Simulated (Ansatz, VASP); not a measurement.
**Si2Ni: VASP beside Ansatz**

One calculation is typed for both programs; each brings its own data sets. How far apart do they land? The cell is taken from a series of runs on this material, whose earlier steps may have relaxed, scaled, displaced or heated it; both programs get it as it stands.

Method: plane waves, with VASP 6.6.1 beside it; relaxation of cell and atoms at PBEsol, in Ansatz 0.2.0.

### Step 1. Set-up

It takes space group Fm-3m (No. 225, cubic). The conventional cell has a = 5.410 Å, b = 5.410 Å, c = 5.410 Å, α = 90.00°, β = 90.00°, γ = 90.00°. Nearest to Ni lie 8 Si at 2.34 Å. Si has 4 Ni at 2.34 Å nearest. Farther neighbours are not listed.

### Step 2. VASP: relaxation of cell and atoms, PBEsol

The relaxed volume is the usual yardstick between codes: in a stiff, nearly cubic crystal its relative difference is about their pressure difference at one cell divided by the bulk modulus.

Lines of VASP's logs that name or quote its potential files are left out, and so is its time.

INCAR reads:

```
SYSTEM = Si2Ni
PREC = Accurate
ENCUT = 600
EDIFF = 1E-07
NELM = 120
ISMEAR = -1
SIGMA = 0.05
LREAL = .FALSE.
ALGO = Normal
GGA = PS
NBANDS = 15
LASPH = .TRUE.
LORBIT = 11
LWAVE = .FALSE.
LCHARG = .FALSE.
ISIF = 3
IBRION = 2
NSW = 80
EDIFFG = -0.005
GGA_COMPAT = .FALSE.
NELMIN = 4
```

POSCAR reads:

```
Si2Ni
1.0
    0.0000000000      2.7050000000      2.7050000000
    2.7050000000      0.0000000000      2.7050000000
    2.7050000000      2.7050000000      0.0000000000
Ni Si
1 2
Direct
    0.0000000000      0.0000000000      0.0000000000
    0.2500000000      0.2500000000      0.2500000000
    0.7500000000      0.7500000000      0.7500000000
```

KPOINTS reads:

```
Automatic mesh
0
Gamma
14 14 14
0 0 0
```

Potentials, in the order of the species: Ni and Si (PBE family, release 64).

Command:

```sh
> mpirun -np 1 vasp_std
```

Numbers of over 12 decimals in the logs are rounded to 6 here.

The program printed:

```text
[banner, memory and clock lines left out]
running    1 mpi-ranks, on    1 nodes
 distrk:  each k-point on    1 cores,    1 groups
 distr:  one band on    1 cores,    1 groups

 POSCAR found type information on POSCAR NiSi
 POSCAR found :  2 types and       3 ions
|                                                                             |
|               ----> ADVICE to this user running VASP <----                  |
|                                                                             |
|     You enforced a specific xc type in the INCAR file but a different       |
|     [... a line on the potential file left out ...]
|     I HOPE YOU KNOW WHAT YOU ARE DOING!                                     |
|                                                                             |

 LDA part: xc-table for (Slater+PW92), standard interpolation
 POSCAR, INCAR and KPOINTS ok, starting setup
 FFT: planning ... GRIDC
 FFT: planning ... GRID_SOFT
 FFT: planning ... GRID
 WAVECAR not read
 entering main loop
       N       E                     dE             d eps       ncg     rms          rms(c)
DAV:   1     0.705772439861E+02    0.70577E+02   -0.86768E+03  3120   0.138E+03
DAV:   2    -0.170821117391E+02   -0.87659E+02   -0.80644E+02  3330   0.239E+02
DAV:   3    -0.211823441194E+02   -0.41002E+01   -0.40117E+01  4188   0.558E+01
DAV:   4    -0.212509530896E+02   -0.68609E-01   -0.68569E-01  3681   0.676E+00
DAV:   5    -0.212527068364E+02   -0.17537E-02   -0.17535E-02  4289   0.116E+00    0.172E+01
DAV:   6    -0.263400718198E+02   -0.50874E+01   -0.48452E+01  3418   0.167E+02    0.259E+01
DAV:   7    -0.191466761817E+02    0.71934E+01   -0.14474E+01  3928   0.103E+02    0.410E+00
DAV:   8    -0.190313228884E+02    0.11535E+00   -0.20651E+00  4537   0.232E+01    0.264E+00
DAV:   9    -0.189857724634E+02    0.45550E-01   -0.27765E-01  3873   0.936E+00    0.656E-01
DAV:  10    -0.189836035999E+02    0.21689E-02   -0.91334E-03  4635   0.186E+00    0.308E-01
DAV:  11    -0.189833869847E+02    0.21662E-03   -0.10012E-03  4755   0.387E-01    0.485E-02
DAV:  12    -0.189834063803E+02   -0.19396E-04   -0.53125E-05  4006   0.919E-02    0.263E-02
DAV:  13    -0.189834017763E+02    0.46040E-05   -0.17088E-05  4117   0.101E-01    0.690E-03
DAV:  14    -0.189834018134E+02   -0.37049E-07   -0.13860E-06  3589   0.931E-03    0.334E-03
DAV:  15    -0.189834017816E+02    0.31729E-07   -0.23452E-07  3149   0.119E-02
   1 F= -.18983402E+02 E0= -.18979886E+02  d E =-.189834E+02
 curvature:   0.00 expect dE= 0.000E+00 dE for cont linesearch  0.000E+00
 trial: gam= 0.00000 g(F)=  0.242E-47 g(S)=  0.668E-02 ort = 0.000E+00 (trialstep = 0.100E+01)
 search vector abs. value=  0.668E-02
 bond charge predicted
       N       E                     dE             d eps       ncg     rms          rms(c)
DAV:   1    -0.190819327132E+02   -0.98531E-01   -0.73960E-01  3442   0.177E+01    0.308E+00
DAV:   2    -0.193093335662E+02   -0.22740E+00   -0.18689E+00  3675   0.349E+01    0.485E+00
DAV:   3    -0.189847464700E+02    0.32459E+00   -0.78100E-01  3753   0.247E+01    0.320E-01
DAV:   4    -0.189851031562E+02   -0.35669E-03   -0.28858E-02  3780   0.141E+00    0.352E-01
DAV:   5    -0.189838300589E+02    0.12731E-02   -0.29424E-03  3907   0.129E+00    0.470E-02
DAV:   6    -0.189838466244E+02   -0.16566E-04   -0.15399E-04  3498   0.101E-01    0.268E-02
DAV:   7    -0.189838512446E+02   -0.46202E-05   -0.11129E-05  4158   0.351E-02    0.546E-03
DAV:   8    -0.189838507729E+02    0.47162E-06   -0.92943E-07  3798   0.920E-03    0.363E-03
DAV:   9    -0.189838504462E+02    0.32673E-06   -0.14633E-07  2182   0.876E-03    0.922E-04
DAV:  10    -0.189838504309E+02    0.15271E-07   -0.69297E-08  1827   0.329E-03
   2 F= -.18983850E+02 E0= -.18980237E+02  d E =-.448649E-03
 trial-energy change:   -0.000449  1 .order   -0.000418   -0.006677    0.005841
 step:   0.5371(harm=  0.5334)  dis= 0.00000  next Energy=   -18.985199 (dE=-0.180E-02)
 bond charge predicted
       N       E                     dE             d eps       ncg     rms          rms(c)
DAV:   1    -0.190054047984E+02   -0.21554E-01   -0.15929E-01  3407   0.828E+00    0.135E+00
DAV:   2    -0.190468081523E+02   -0.41403E-01   -0.34731E-01  3823   0.154E+01    0.218E+00
DAV:   3    -0.189859360998E+02    0.60872E-01   -0.16696E-01  3683   0.105E+01    0.257E-01
DAV:   4    -0.189851982860E+02    0.73781E-03   -0.30384E-03  3667   0.792E-01    0.338E-02
DAV:   5    -0.189852042683E+02   -0.59822E-05   -0.12794E-04  4316   0.865E-02    0.225E-02
DAV:   6    -0.189852021443E+02    0.21240E-05   -0.33804E-06  4505   0.341E-02    0.806E-03
DAV:   7    -0.189852025600E+02   -0.41572E-06   -0.12169E-06  3662   0.114E-02    0.203E-03
DAV:   8    -0.189852026993E+02   -0.13931E-06   -0.82007E-08  1949   0.512E-03    0.410E-04
DAV:   9    -0.189852027258E+02   -0.26471E-07   -0.19211E-08  1658   0.197E-03
   3 F= -.18985203E+02 E0= -.18981633E+02  d E =-.180094E-02
 curvature:  -0.27 expect dE=-0.873E-08 dE for cont linesearch -0.873E-08
 trial: gam=-0.00221 g(F)=  0.440E-47 g(S)=  0.327E-07 ort = 0.148E-04 (trialstep = 0.907E+00)
 search vector abs. value=  0.100E-09
 reached required accuracy - stopping structural energy minimisation
```

OUTCAR, selected parts (step 2):

```text
ion  position               nearest neighbor table
   1  0.000  0.000  0.000-   3 2.34   3 2.34   3 2.34   2 2.34   3 2.34   2 2.34   2 2.34   2 2.34

  LATTYP: Found a face centered cubic cell.
 ALAT       =     5.4100000000

 Subroutine GETGRP returns: Found 48 space group operations
 (whereof 48 operations were pure point group operations)

The static configuration has the point symmetry O_h .

 Found    104 irreducible k-points:

   k-points           NKPTS =    104   k-points in BZ     NKDIM =    104   number of bands    NBANDS=     15

   dimension x,y,z NGX =    32 NGY =   32 NGZ =   32
   dimension x,y,z NGXF=    64 NGYF=   64 NGZF=   64

   ENCUT  =  600.0 eV  44.10 Ry    6.64 a.u.   7.64  7.64  7.64*2*pi/ulx,y,z

   NELECT =      18.0000    total number of electrons

 k-points in reciprocal lattice and weights: Automatic mesh
   0.00000000  0.00000000  0.00000000       0.000
   0.07142857  0.00000000  0.00000000       0.003
   0.14285714  0.00000000  0.00000000       0.003
   0.21428571  0.00000000  0.00000000       0.003
   0.28571429  0.00000000  0.00000000       0.003
   0.35714286  0.00000000  0.00000000       0.003
   0.42857143  0.00000000  0.00000000       0.003
   0.50000000  0.00000000  0.00000000       0.001
   0.07142857  0.07142857  0.00000000       0.002
[...]
-0.28571429  0.42857143  0.21428571       0.009
  -0.28571429  0.50000000  0.21428571       0.004

 average (electrostatic) potential at core
       1 -82.0431       2 -79.5360       3 -79.5360

 E-fermi :  10.5111

 k-point     1 :       0.0000    0.0000    0.0000
  band No.  band energies     occupation
    ...
      3       5.2099      2.00000
      4       5.2099      2.00000
      5       6.9144      2.00000
      6       6.9144      2.00000
      7      10.2616      1.98647
      8      12.1978      0.00000
      9      12.1978      0.00000
     10      12.1978      0.00000
     11      12.7138      0.00000
     12      12.7138      0.00000
    ...

 k-point     2 :       0.0714    0.0000    0.0000
  band No.  band energies     occupation
    ...
      3       5.2343      2.00000
      4       5.2343      2.00000
      5       6.8996      2.00000
      6       6.8996      2.00000
      7      10.1473      1.99862
      8      11.3266      0.00000
      9      11.7650      0.00000
     10      11.7650      0.00000
     11      13.1625      0.00000
     12      13.1625      0.00000
    ...

 k-point     3 :       0.1429    0.0000    0.0000
  band No.  band energies     occupation
    ...
      3       5.3028      2.00000
      4       5.3028      2.00000
      5       6.8645      2.00000
      6       6.8645      2.00000
      7       9.3662      2.00000
      8      11.1459      0.00001
      9      11.1858      0.00000
     10      11.1858      0.00000
     11      13.4839      0.00000
     12      13.4839      0.00000
    ...

  Total       -0.0008239     -0.0008239     -0.0008239      0.0000000     -0.0000000      0.0000000
  in kB       -0.0336704     -0.0336704     -0.0336704      0.0000000     -0.0000000      0.0000000
  external PRESSURE =      -0.0336704 kB  Pullay stress =       0.0000000 kB

  energy-cutoff  :      600.00
  volume of cell :       39.20
      direct lattice vectors                 reciprocal lattice vectors
    -0.000000000  2.696309290  2.696309290    -0.185438667  0.185438667  0.185438667
     2.696309290  0.000000000  2.696309290     0.185438667 -0.185438667  0.185438667
     2.696309290  2.696309290  0.000000000     0.185438667  0.185438667 -0.185438667

 POSITION                                       TOTAL-FORCE (eV/Angst)
 -----------------------------------------------------------------------------------
      0.00000      0.00000      0.00000        -0.000000     -0.000000      0.000000
      1.34815      1.34815      1.34815         0.000000      0.000000      0.000000
      4.04446      4.04446      4.04446        -0.000000     -0.000000     -0.000000
 -----------------------------------------------------------------------------------
    total drift:                                0.000000     -0.000000      0.000000

  FREE ENERGIE OF THE ION-ELECTRON SYSTEM (eV)
  ---------------------------------------------------
  free  energy   TOTEN  =       -18.9852027258 eV

  energy  without entropy=      -18.9780637729  energy(sigma->0) =      -18.98163325

 reached required accuracy - stopping structural energy minimisation

 total charge
# of ion       s       p       d       tot
------------------------------------------
    1        0.569   0.816   8.463   9.847
    2        0.740   0.847   0.000   1.587
    3        0.740   0.847   0.000   1.587
--------------------------------------------------
tot          2.049   2.509   8.463  13.022

[... 3 further parts left out ...]
```

CONTCAR:

```
Si2Ni
   1.00000000000000
    -0.0000000000000000    2.6963092904618757    2.6963092904618757
     2.6963092904618757    0.0000000000000000    2.6963092904618757
     2.6963092904618757    2.6963092904618757    0.0000000000000000
  Ni              Si
     1     2
Direct
     0.0000000000000000    0.0000000000000000    0.0000000000000000
     0.2500000000000000    0.2500000000000000    0.2500000000000000
     0.7500000000000000    0.7500000000000000    0.7500000000000000
```

This run has no spin polarisation, so a moment on Ni, if there is one, isn't seen.

### Step 3. Ansatz: relaxation of cell and atoms, PBEsol

Ansatz runs on its PAW soft_1 files.

The same cell, functional, mesh and smearing now go to Ansatz.

input.yaml reads:

```yaml
crystal:
  lattice:
    - [0.0, 2.705, 2.705]
    - [2.705, 0.0, 2.705]
    - [2.705, 2.705, 0.0]
  atoms:
    - { symbol: Ni, position: [0.0, 0.0, 0.0] }
    - { symbol: Si, position: [0.25, 0.25, 0.25] }
    - { symbol: Si, position: [0.75, 0.75, 0.75] }
kpoints:
  mp_grid: { grid: [14, 14, 14] }
scf:
  occupations: { method: fermi_dirac, width: 0.05 }
hamiltonian:
  xc: pbesol
  pseudopotentials: { kind: paw, azcp: { folder: soft_1 }, xc_functional: pbe }
basis:
  ecutwfc: 600
output:
  forces: true
  stress: true
relax:
  f_tol: 0.005
  max_steps: 70
  cell: { stress_tol: 0.02, p_target: 0 }
```

Command:

```sh
> ansatz run input.yaml --threads 4 --pin off --max-ram 10240MiB --backend cpu --events-out ev --progress --plain --runs-dir out
```

The program printed:

```text
Engine: ansatz 0.2.0, aarch64-unknown-linux-gnu
Pseudopotentials: kind: paw
Pseudopotential: Ni, paw, valence charge 18, recommended cutoff 420 eV (normal), soft_1/Ni.paw.azcp
Pseudopotential: Si, paw, valence charge 4, recommended cutoff 420 eV (normal), soft_1/Si.paw.azcp
Functional definition: PBEsol
  exchange = pbesol_x
  correlation = pbesol_c
Crystal: 3 atoms, lattice volume = 39.585 Å³
Basis set: ecut = 600 eV, 1363 PW (Γ), exchange–correlation on 64×64×64 points (8 copies of the dense FFT grid, shifted against one another)
Bands: 17, of which v1, the nominal top of the filled ones, is band 13 counted from 1 (12 counted from 0)
Symmetry: 48 space group operations
Space group: Fm-3m (ITA 225), of the structure as read, at distance tolerance 3.4e-5 Å
k-points: 104 of 2744
Non-local potential: Ni, projectors of the file, l = 0: 3, l = 1: 2, l = 2: 3, l = 3: 1
Non-local potential: Si, projectors of the file, l = 0: 2, l = 1: 2, l = 2: 1
PAW form: soft (Blöchl's): semilocal exchange-correlation on the pseudo side does not see the compensation charge
PAW frozen core: Ni, regenerated for the run's functional, and the local potential with it (the file was generated under x = pbe(κ = 0.804, μ = 0.219515), c = pbe(β = 0.066725))
PAW frozen core: Si, regenerated for the run's functional, and the local potential with it (the file was generated under x = pbe(κ = 0.804, μ = 0.219515), c = pbe(β = 0.066725))
PAW one-centre angular grid: Ni, 590 points (default); XC on 64 Gauss nodes
PAW one-centre angular grid: Si, 110 points (default); XC on 64 Gauss nodes
Initial density: superposition of atomic densities (chi_scale 0.1, normalization cell, long waves kept (reshape's long-wave potential 0.00 eV rms))
Initial wavefunctions: pseudopotential atomic-orbital guess
Functional: x = pbesol(κ = 0.804, μ = 0.123457), c = pbesol(β = 0.046)
SCF iter   1: F=—  HF=-7050.205076 eV  |F-HF|=—  |Δ(HF+E_count)|=         —  Δρ=8.60e-2  dr2=3.88e0  ethr=3.10e-3  ⟨swp⟩=5.8  Hψ=9603  notcnv=0
preconditioner: auto → Kerker (q_TF=auto, 2.544 Å⁻¹)  [metal: Δε(μ)=0.027 eV  Ē_g=8.827 eV  σ=0.050 eV  W_gap=0.13  n_scr=14 (ndim 8)  ℏωp=25.0 eV  f_vac=0.000  D(μ)=0.64/eV (n_scr^D=0)]
SCF iter   2: F=—  HF=-7049.680154 eV  |F-HF|=—  |Δ(HF+E_count)|=   5.25e-1  Δρ=3.88e-2  dr2=1.07e0  ethr=3.10e-3  ⟨swp⟩=2.9  Hψ=3547  notcnv=0  defer=2
SCF iter   3: F=—  HF=-7049.369434 eV  |F-HF|=—  |Δ(HF+E_count)|=   3.11e-1  Δρ=2.38e-2  dr2=2.44e-1  ethr=3.10e-3  ⟨swp⟩=2.8  Hψ=3376  notcnv=0  defer=2
SCF iter   4: F=—  HF=-7049.332011 eV  |F-HF|=—  |Δ(HF+E_count)|=   3.74e-2  Δρ=1.02e-2  dr2=3.01e-2  ethr=9.39e-4  ⟨swp⟩=2.1  Hψ=2957  notcnv=0  defer=2
SCF iter   5: F=—  HF=-7049.332114 eV  |F-HF|=—  |Δ(HF+E_count)|=   1.03e-4  Δρ=6.49e-3  dr2=1.38e-2  ethr=1.16e-4  ⟨swp⟩=2.2  Hψ=2702  notcnv=0  defer=2
SCF iter   6: F=—  HF=-7049.331468 eV  |F-HF|=—  |Δ(HF+E_count)|=   6.46e-4  Δρ=3.22e-3  dr2=3.63e-3  ethr=5.32e-5  ⟨swp⟩=1.0  Hψ=1766  notcnv=0  defer=2
SCF iter   7: F=—  HF=-7049.331094 eV  |F-HF|=—  |Δ(HF+E_count)|=   3.74e-4  Δρ=6.01e-4  dr2=1.32e-4  ethr=1.40e-5  ⟨swp⟩=1.0  Hψ=1767  notcnv=0  defer=2
SCF iter   8: F=—  HF=-7049.331090 eV  |F-HF|=—  |Δ(HF+E_count)|=   4.14e-6  Δρ=4.23e-5  dr2=8.13e-7  ethr=5.07e-7  ⟨swp⟩=2.4  Hψ=2689  notcnv=0  defer=2
SCF iter   9: F=—  HF=-7049.331108 eV  |F-HF|=—  |Δ(HF+E_count)|=   1.79e-5  Δρ=1.18e-5  dr2=4.88e-8  ethr=3.85e-10  ⟨swp⟩=5.0  Hψ=7254  notcnv=0
SCF iter  10: F=-7049.331108 eV  HF=-7049.331108 eV  |F-HF|=1.82e-11  |Δ(HF+E_count)|=   3.35e-9  Δρ=6.76e-7  dr2=1.09e-10  ethr=1.88e-10  ⟨swp⟩=2.9  Hψ=5716  notcnv=0
SCF 1 converged in 10 iterations: F = -7049.331108 eV  dr2 = 1.09e-10
  greatest PAW one-centre occupation: 1.000 electrons in one spin orbital (limit 2), on the Ni atom at site 0 (counted from 0), in its partial waves of l = 1
relax step   1: F+E_penalty+E_count = -7049.33110781 eV  Δ(F+E_penalty+E_count) = +0.000e0 eV  max|allowed force component| = 1.542e-17 eV/Å  Δτ_max = 0.0000 Å  P = -1.639 GPa  Ω = 39.585 Å³  (10 SCF iters, dr2 threshold 1.00e-7 eV, accepted)
[...]
relax step   2: F+E_penalty+E_count = -7049.33284635 eV  Δ(F+E_penalty+E_count) = -1.739e-3 eV  max|allowed force component| = 7.016e-17 eV/Å  Δτ_max = 0.0000 Å  P = -0.746 GPa  Ω = 39.356 Å³  energy of the carried Pulay correction = +2.786e-5 eV  (6 SCF iters, dr2 threshold 3.00e-7 eV, accepted)
[...]
relax step   3: F+E_penalty+E_count = -7049.33330390 eV  Δ(F+E_penalty+E_count) = -4.576e-4 eV  max|allowed force component| = 9.637e-17 eV/Å  Δτ_max = 0.0000 Å  P = +0.014 GPa  Ω = 39.166 Å³  energy of the carried Pulay correction = +5.098e-5 eV  (6 SCF iters, dr2 threshold 3.00e-7 eV, accepted)
[...]
relax step   4: F+E_penalty+E_count = -7049.33325247 eV  Δ(F+E_penalty+E_count) = +5.144e-5 eV  max|allowed force component| = 9.522e-17 eV/Å  Δτ_max = 0.0000 Å  P = +0.014 GPa  Ω = 39.166 Å³  stress off target by 1.39e-2 GPa  SCF on the basis re-selected at this cell (its energy is not comparable with the rows above)  (6 SCF iters)
basis re-selected at this cell: Δ(F+E_penalty+E_count) = +5.144e-5 eV, ΔP = +0.000 GPa vs the last step (what re-selecting the basis moved, of the pressure what is left beyond the Pulay correction that the steps carried, after the strain that the cell walked since its last selection, with what the two solves' SCF thresholds leave and, on support functions, any second-order correction that the steps lacked; it is no m [...]
SCF converged after 6 iterations
Free energy (F): -7049.333252 eV
Harris-Foulkes:  -7049.333252 eV  (|F-HF|=1.82e-12)
Internal energy: -7049.325864 eV  (E = F + TS)
E sigma→0 (E₀):  -7049.329558 eV
Entropy (-TS):   -0.007388 eV (-2.463 meV/atom)
Fermi energy:    13.302542 eV
--- Per-component energies (eV) ---
  E_band       = -344.491664
  E_kinetic    = 429.875812
  E_local      = -4196.202934  (includes V_loc(G=0)·N_el)
  E_nonlocal   = -74.726753
  E_hartree    = 2169.725520
  E_xc         = -228.502174
  E_vxc        = -247.037433  (∫ρ·V_xc dr)
  E_paw        = -2614.807122  (= ΣΔE_a)
  E_vpaw       = -595.851720  (= ΣTr[D̂ρ^β])
  E_aug_tail   = 0.000278  (compensation charges beyond the density's cutoff)
  E_ewald      = -2534.948903
  E_core_change = 0.260411  (= ΣΔE_core)
  E_smearing   = -0.007388  (= −TS)
  E_closure    = 0.000000  (closes the sum)
  Σ components = -7049.333252   (vs F -7049.333252, Δ=0.00e0)
--- Forces (eV/Å), atoms counted from 1 ---
  atom   1  Ni     0.00000000    -0.00000000     0.00000000
  atom   2  Si     0.00000000     0.00000000     0.00000000
  atom   3  Si    -0.00000000    -0.00000000    -0.00000000
  max |Σ_I F_I| component: 1.39e-17 eV/Å
--- Stress (GPa, compression-positive) ---
        0.013902      -0.000000       0.000000
       -0.000000       0.013902      -0.000000
       -0.000000      -0.000000       0.013902
  P = ⅓ Tr σ = 0.0139 GPa (0.139 kbar)
--- Relaxed structure (3 steps of the walk, 3 accepted, 1 SCFs on fresh bases) ---
  F+E_penalty+E_count = -7049.33325247 eV   max|allowed force component| = 9.522e-17 eV/Å   (the final SCF, on the basis selected at the relaxed cell)
  cell:  # Å, volume = 39.1664 Å³
    - [0, 2.695429, 2.695429]
    - [2.695429, 0, 2.695429]
    - [2.695429, 2.695429, 0]
  atoms:
    - { symbol: Ni, position: [0, 0, 0] }
    - { symbol: Si, position: [0.25, 0.25, 0.25] }
    - { symbol: Si, position: [0.750000, 0.750000, 0.750000] }
```

The column dr2 measures how far the density is from self-consistency, as an energy; F and HF (Harris–Foulkes) agree once it is small.

### Step 4. Comparison

Known differences besides the potentials themselves: the data sets hold 26 valence electrons in Ansatz (on its PAW soft_1 files) and 18 in VASP; Ansatz makes its cores anew for this functional, VASP keeps those of its PBE data sets; Ansatz adds a Pulay correction to the stress that steers its cell, VASP none. Total energies have different zeros and are not compared.

Both answers:

```csv
quantity,Ansatz,VASP,difference
volume (Å³),39.17,39.20,-0.10 %
"edge a after relaxation, in the typed setting (Å)",3.812,3.813,-0.03 %
```

### Step 5. What came out

```
difference in volume (relaxation of cell and atoms, PBEsol) : -0.098 %
```

**Reading.** The difference in volume is -0.098 % (relaxation of cell and atoms, PBEsol), within the 1.2 % picked in this series as the mark of a large difference, as far as the stopping tolerances let one tell. The data sets hold unlike numbers of valence electrons (26 in Ansatz and 18 in VASP), so part of the differences comes from the potentials. Such differences can come from data sets, numerical settings and the points named under the comparisons, not from the functional's error against experiment.

[Lines on the potential files, build, host, timing and source positions are cut from VASP's logs without a mark.]

[Logs are printed without paths, hosts, clocks, repeated set-up lines and the standing remarks that a program may print on its own settings, such as how far it seeks lower states.]

[Hosts, paths, dates, database ids (printed as entryN), source tags and the programs' standing remarks are cut or masked in the printed files.]
